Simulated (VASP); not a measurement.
# Al3Si2F (Imm2) in VASP: single point with PBE

Aim: the single point of Al3Si2F with PBE.

Program: VASP 6.6.1. These are calculated values, not measurements. Logs are shortened: lines on timing, memory, paths and dates and some standing lists are left out, and cuts for length are marked.

### 1 Starting point

Symmetry: Imm2, No. 44, orthorhombic system. The conventional cell has a = 4.501 Å, b = 11.754 Å, c = 4.019 Å, α = 90.00°, β = 90.00°, γ = 90.00°. Around Al (site symmetry m) lie 1 F at 2.13 Å. Al (site symmetry mm2) is surrounded by 2 F at 2.26 Å and 2 Si at 2.52 Å. Si (site symmetry m) has 5 Al at 2.50 to 2.66 Å as nearest neighbours. F (site symmetry mm2) has 4 Al at 2.13 to 2.26 Å as nearest neighbours.

The cell was built by a generator and needn't be a form met in nature.

### 2 Single point, PBE

File INCAR:

```
SYSTEM = Al3Si2F
PREC = Normal
ENCUT = 520
EDIFF = 1E-5
ISMEAR = 0
SIGMA = 0.15
LREAL = Auto
LASPH = .True.
NELM = 80
ALGO = Fast
ISIF = 2
LWAVE = .False.
LCHARG = .False.
GGA = PE
NBANDS = 36
```

File KPOINTS:

```
regular mesh
0
Gamma
  6 6 6
  0 0 0
```

File POSCAR:

```
Al3Si2F
1.0
   -2.2505900000      5.8772100000      2.0094200000
    4.5011800000    -11.7544200000      4.0188400000
    2.2505900000      5.8772100000     -2.0094200000
Al Si F
6 4 2
Direct
    0.6327120000      0.3986820000      0.8353480000
    0.6327120000      0.8986820000      0.8353480000
    0.9620170000      0.3986820000      0.1646520000
    0.9620170000      0.8986820000      0.1646520000
    0.0590690000      0.2795345000      0.5000000000
    0.0590690000      0.7795345000      0.5000000000
    0.3984940000      0.0187045000      0.3610850000
    0.3984940000      0.5187045000      0.3610850000
    0.6763230000      0.0187045000      0.6389150000
    0.6763230000      0.5187045000      0.6389150000
    0.0214910000      0.0107455000      0.0000000000
    0.0214910000      0.5107455000      0.0000000000
```

Potentials or basis: VASP PAW PBE potentials, release 64 (Al, Si, F).

On the command line:

```bash
$ cat potpaw_PBE.64/Al/POTCAR potpaw_PBE.64/Si/POTCAR potpaw_PBE.64/F/POTCAR > POTCAR
$ mpirun -np 1 vasp_std > vasp.out
```

OUTCAR:

```text
SYSTEM = Al3Si2F
   PREC = Normal
   ENCUT = 520
   EDIFF = 1E-5
   ISMEAR = 0
   LREAL = Auto
   LASPH = .True.
   NELM = 80
   ISIF = 2
   GGA = PE

 ion  position               nearest neighbor table
   1  0.633  0.399  0.835-  12 2.13   8 2.50   7 2.50  10 2.50   6 3.15   5 3.15
   2  0.633  0.899  0.835-  11 2.13   7 2.50   8 2.50   9 2.50   5 3.15   6 3.15
   3  0.962  0.399  0.165-  12 2.13   9 2.50  10 2.50   8 2.50   5 3.15   6 3.15
   4  0.962  0.899  0.165-  11 2.13  10 2.50   9 2.50   7 2.50   6 3.15   5 3.15
   5  0.059  0.280  0.500-  11 2.26  12 2.26  10 2.52   8 2.52   9 2.66   7 2.66   2 3.15   1 3.15
                             3 3.15   4 3.15
   6  0.059  0.780  0.500-  12 2.26  11 2.26   9 2.52   7 2.52  10 2.66   8 2.66   1 3.15   2 3.15
                             4 3.15   3 3.15
   7  0.398  0.019  0.361-   2 2.50   1 2.50   4 2.50   6 2.52   5 2.66
   8  0.398  0.519  0.361-   1 2.50   2 2.50   3 2.50   5 2.52   6 2.66
   9  0.676  0.019  0.639-   3 2.50   4 2.50   2 2.50   6 2.52   5 2.66
  10  0.676  0.519  0.639-   4 2.50   3 2.50   1 2.50   5 2.52   6 2.66
  11  0.021  0.011  0.000-   2 2.13   4 2.13   5 2.26   6 2.26
  12  0.021  0.511  0.000-   1 2.13   3 2.13   6 2.26   5 2.26

  LATTYP: Found a base centered monoclinic cell.
 ALAT       =     6.0342104983
 B/A-ratio  =     1.9479632014
 C/A-ratio  =     1.0000000000
 COS(beta)  =    -0.1128633615

  Lattice vectors:

 A1 = (  -2.2505900000,   5.8772100000,   2.0094200000)
 A2 = (  -2.2505900000,  -5.8772100000,   2.0094200000)
 A3 = (   4.5011800000,   0.0000000000,   4.0188400000)

Analysis of symmetry for initial positions (statically):
=====================================================================
 Subroutine PRICEL returns following result:

  LATTYP: Found a body centered orthorhombic cell.
 ALAT       =     4.0188400000
 B/A-ratio  =     1.1200197072
 C/A-ratio  =     2.9248290552

  Lattice vectors:

 A1 = (   2.2505900000,  -5.8772100000,   2.0094200000)
 A2 = (  -2.2505900000,  -5.8772100000,  -2.0094200000)
 A3 = (   2.2505900000,   5.8772100000,  -2.0094200000)

   2 primitive cells build up your supercell.

 Routine SETGRP: Setting up the symmetry group for a
 base centered monoclinic supercell.

 Subroutine GETGRP returns: Found  2 space group operations
 (whereof  2 operations were pure point group operations)
 out of a pool of  4 trial point group operations.

The static configuration has the point symmetry C_1h.

Analysis of symmetry for dynamics (positions and initial velocities):
=====================================================================
 Subroutine PRICEL returns following result:

  LATTYP: Found a body centered orthorhombic cell.
 ALAT       =     4.0188400000
 B/A-ratio  =     1.1200197072
 C/A-ratio  =     2.9248290552

  Lattice vectors:

 A1 = (   2.2505900000,  -5.8772100000,   2.0094200000)
 A2 = (  -2.2505900000,  -5.8772100000,  -2.0094200000)
 A3 = (   2.2505900000,   5.8772100000,  -2.0094200000)

   2 primitive cells build up your supercell.

 Routine SETGRP: Setting up the symmetry group for a
 base centered monoclinic supercell.

 Subroutine GETGRP returns: Found  2 space group operations
 (whereof  2 operations were pure point group operations)
 out of a pool of  4 trial point group operations.

The dynamic configuration has the point symmetry C_1h.

 Subroutine INISYM returns: Found  2 space group operations
 (whereof  2 operations are pure point group operations),
 and found     2 'primitive' translations

----------------------------------------------------------------------------------------

                                     Primitive cell

  volume of cell :     106.3159

  direct lattice vectors                    reciprocal lattice vectors
     2.250590000 -5.877210000  2.009420000     0.222163966 -0.085074381  0.000000000
    -2.250590000 -5.877210000 -2.009420000     0.000000000 -0.085074381 -0.248828020
     2.250590000  5.877210000 -2.009420000     0.222163966  0.000000000 -0.248828020

  length of vectors
     6.606400038  6.606400038  6.606400038     0.237895939  0.262969644  0.333574896
[... 21 lines left out ...]

Automatic generation of k-mesh.
 Grid dimensions read from file:
 generate k-points for:    6    6    6

 Generating k-lattice:

  Cartesian coordinates                     Fractional coordinates (reciprocal lattice)
     0.000000000  0.014179063  0.041471337     0.166666667 -0.000000000  0.000000000
     0.018513664  0.000000000  0.020735668     0.000000000  0.166666667 -0.000000000
     0.037027328  0.014179063  0.000000000     0.000000000 -0.000000000  0.166666667

  Length of vectors
     0.043828274  0.027797908  0.039649323

  Shift w.r.t. Gamma in fractional coordinates (k-lattice)
     0.000000000  0.000000000  0.000000000

 Subroutine IBZKPT returns following result:
 ===========================================

 Found     68 irreducible k-points:

 Following reciprocal coordinates:
            Coordinates               Weight
  0.000000  0.000000  0.000000      1.000000
  0.166667  0.000000 -0.000000      4.000000
  0.333333  0.000000 -0.000000      4.000000
  0.500000  0.000000 -0.000000      2.000000
  0.000000  0.166667 -0.000000      2.000000
  0.166667  0.166667 -0.000000      4.000000
[... 16 lines left out ...]
  0.500000  0.000000  0.166667      4.000000
 -0.333333 -0.000000  0.166667      4.000000
 [... further k-points ...]
   k-points           NKPTS =     68   k-points in BZ     NKDIM =     68   number of bands    NBANDS=     36
   number of dos      NEDOS =    301   number of ions     NIONS =     12
   total plane-waves  NPLWV = 128000
   dimension x,y,z NGX =    40 NGY =   80 NGZ =   40
   dimension x,y,z NGXF=    80 NGYF=  160 NGZF=   80
   ions per type =               6   4   2
   NGX,Y,Z   is equivalent  to a cutoff of  10.07, 10.07, 10.07 a.u.
   NGXF,Y,Z  is equivalent  to a cutoff of  20.13, 20.13, 20.13 a.u.
 SYSTEM =  Al3Si2F
   PREC   = normal    normal or accurate (medium, high low for compatibility)
   ISTART =      0    job   : 0-new  1-cont  2-samecut
   ICHARG =      2    charge: 1-file 2-atom 10-const
   ISPIN  =      1    spin polarized calculation?
   LNONCOLLINEAR =      F non collinear calculations
   LSORBIT =      F    spin-orbit coupling
   LASPH  =      T    aspherical Exc in radial PAW
   ENCUT  =  520.0 eV  38.22 Ry    6.18 a.u.  12.28 24.57 12.28*2*pi/ulx,y,z
   NELM   =     80;   NELMIN=  2; NELMDL= -5     # of ELM steps
   EDIFF  = 0.1E-04   stopping-criterion for ELM
   LREAL  =      T    real-space projection
   EDIFFG = 0.1E-03   stopping-criterion for IOM
   NSW    =      0    number of steps for IOM
   IBRION =     -1    ionic relax: 0-MD 1-quasi-New 2-CG
   NFREE  =      0    steps in history (QN), initial steepest desc. (CG)
   ISIF   =      2    stress and relaxation
   ISYM   =      2    0-nonsym 1-usesym 2-fastsym
   POTIM  = 0.5000    time-step for ionic-motion
   TEBEG  =    0.0;   TEEND  =   0.0 temperature during run
   PSTRESS=    0.0 pullay stress
   NELECT =      48.0000    total number of electrons
   NUPDOWN=      -1.0000    fix difference up-down
   EMIN   =  10.00;   EMAX   =-10.00  energy-range for DOS
   EFERMI =   0.00;   METHOD = LEGACY
   ISMEAR =     0;   SIGMA  =   0.15  broadening in eV -4-tet -1-fermi 0-gaus
   EFERMI_NEDOS =   21; number of points for ismear=-14 and -15
   IALGO  =     68    algorithm
   IMIX   =      4    mixing-type and parameters
     AMIX     =   0.40;   BMIX     =  1.00
     AMIX_MAG =   1.60;   BMIX_MAG =  1.00
  volume/ion in A,a.u.               =      17.72       119.58
  Fermi-wavevector in a.u.,A,eV,Ry     =   0.996810  1.883698 13.519165  0.993631
  Thomas-Fermi vector in A             =   2.128924
   LORBIT       =      0    0 simple, 1 ext, 2 COOP (PROOUT), +10 PAW based schemes
   GGA     = PE    functional components
   LHFCALC =     F    Hartree Fock is set to
   AEXX    =    0.0000 exact exchange contribution
   IVDW    =     0    specifies the selected vdW correction
   LEPSILON=     F    determine dielectric tensor
   LRPA    =     F    only Hartree local field effects (RPA)
 non-spin polarized calculation
 RMM-DIIS sequential band-by-band and
 Gauss-broadening in eV      SIGMA  =   0.15
  energy-cutoff  :      520.00
  volume of cell :      212.63
 maximum number of plane-waves:      5752
   NGX = 25   NGY = 49   NGZ = 25

 number of electron      47.9999972 magnetization

 Free energy of the ion-electron system (eV)
  ---------------------------------------------------
  ext. energy  EPLUGINS =         0.00000000
  ---------------------------------------------------
  free energy    TOTEN  =       -52.49314108 eV

  energy without entropy =      -52.45492922  energy(sigma->0) =      -52.47403515

 E-fermi :   6.1144     XC(G=0):  -9.5811

 val. band max:        6.1079079386   @ k =   0.1667  -0.3333   0.1667
 cond. band min:       6.1232902062   @ k =  -0.3333   0.5000   0.3333
 fundamental gap:      0.0153822676
 Fermi energy:         6.1143554858

 k-point     1 :       0.0000    0.0000    0.0000
  band No.  band energies     occupation
      1     -19.8674      2.00000
      2     -19.8469      2.00000
      3      -4.3882      2.00000
      4      -2.9496      2.00000
      5      -2.8892      2.00000
      6      -2.4798      2.00000
[... 925 lines left out ...]
     35      10.1403      0.00000
     36      10.3425      0.00000

 [... further k-points ...]

------------------------ aborting loop because EDIFF is reached ----------------------------------------

  FORCE on cell =-STRESS in cart. coord.  units (eV):
  Direction    XX          YY          ZZ          XY          YZ          ZX
  --------------------------------------------------------------------------------------
  -------------------------------------------------------------------------------------
  Total        0.0402000     -0.0588762      0.0429288      0.0000000      0.0000000      0.0235293
  in kB        0.3029067     -0.4436315      0.3234677      0.0000000      0.0000000      0.1772932
  external PRESSURE =       0.0609143 kB  Pullay stress =       0.0000000 kB

 VOLUME and BASIS-vectors are now :
 -----------------------------------------------------------------------------
  energy-cutoff  :      520.00
  volume of cell :      212.63
      direct lattice vectors                 reciprocal lattice vectors
    -2.250590000  5.877210000  2.009420000     0.000000000  0.085074381  0.248828020
     4.501180000-11.754420000  4.018840000     0.111081983  0.000000000  0.124414010
     2.250590000  5.877210000 -2.009420000     0.222163966  0.085074381  0.000000000

 POSITION                                       TOTAL-FORCE (eV/Angst)
 -----------------------------------------------------------------------------------
      2.25059      3.94182      1.19506         0.000624     -0.000501     -0.005366
      4.50118     -1.93539      3.20448         0.000624     -0.000501     -0.005366
     -0.00000      1.93539      3.20448         0.000624      0.000501     -0.005366
      2.25059     -3.94182      5.21390         0.000624      0.000501     -0.005366
      2.25059      0.00000      0.23739        -0.001671     -0.000000     -0.010803
      4.50118     -5.87721      2.24681        -0.001671     -0.000000     -0.010803
     -0.00000      4.24434      0.15034         0.002478     -0.003558      0.008870
      2.25059     -1.63287      2.15976         0.002478     -0.003558      0.008870
      0.00000      7.51007      0.15034         0.002478      0.003558      0.008870
      2.25059      1.63286      2.15976         0.002478      0.003558      0.008870
      0.00000      0.00000      0.08637        -0.004534      0.000000      0.003795
      2.25059     -5.87721      2.09579        -0.004534      0.000000      0.003795
 -----------------------------------------------------------------------------------
    total drift:                                0.000033      0.001341      0.010813

  FREE ENERGIE OF THE ION-ELECTRON SYSTEM (eV)
  ---------------------------------------------------
  free  energy   TOTEN  =       -52.4931410847 eV

  energy  without entropy=      -52.4549292220  energy(sigma->0) =      -52.47403515
```

Run time: 5.7 min. Hardware: 1 thread of AMD EPYC 9R45 (Zen 5), shared host; peak memory 0.51 GiB.

What came out:

```
Free energy            : -52.4931 eV
Pressure               : 0.0 GPa
Largest force          : 0.011 eV/Å
Band gap on the k mesh : none (metal or under the smearing width)
```

Forces on the atoms (eV/Å):
```
Al   0.001 -0.001 -0.005
Al   0.001 -0.001 -0.005
Al   0.001  0.001 -0.005
Al   0.001  0.001 -0.005
Al  -0.002  0.000 -0.011
Al  -0.002  0.000 -0.011
Si   0.002 -0.004  0.009
Si   0.002 -0.004  0.009
Si   0.002  0.004  0.009
Si   0.002  0.004  0.009
F   -0.005  0.000  0.004
F   -0.005  0.000  0.004
```

Levels at points of the mesh, in eV from the Fermi level:
```csv
k point,band 20,band 21,band 22,band 23,band 24,band 25,band 26,band 27,band 28,band 29
"(0.00, 0.00, 0.00)",-2.34,-1.40,-1.37,-1.11,-0.45,-0.20,0.44,0.56,0.73,1.20
"(0.50, 0.00, 0.00)",-1.75,-1.47,-1.42,-1.29,0.05,0.49,0.82,1.53,1.58,2.40
"(0.00, 0.50, 0.00)",-3.00,-2.43,-2.43,0.50,0.50,0.81,0.81,2.67,2.67,2.84
"(0.50, 0.50, 0.00)",-2.47,-1.99,-1.99,-0.38,-0.38,1.12,1.12,1.71,1.71,2.11
"(0.50, 0.00, 0.50)",-2.43,-2.06,-1.37,-1.08,-0.88,-0.20,0.32,0.40,0.73,2.46
"(0.50, 0.50, 0.50)",-2.06,-1.82,-1.82,-1.01,-1.01,0.30,0.30,1.55,1.55,2.29
```
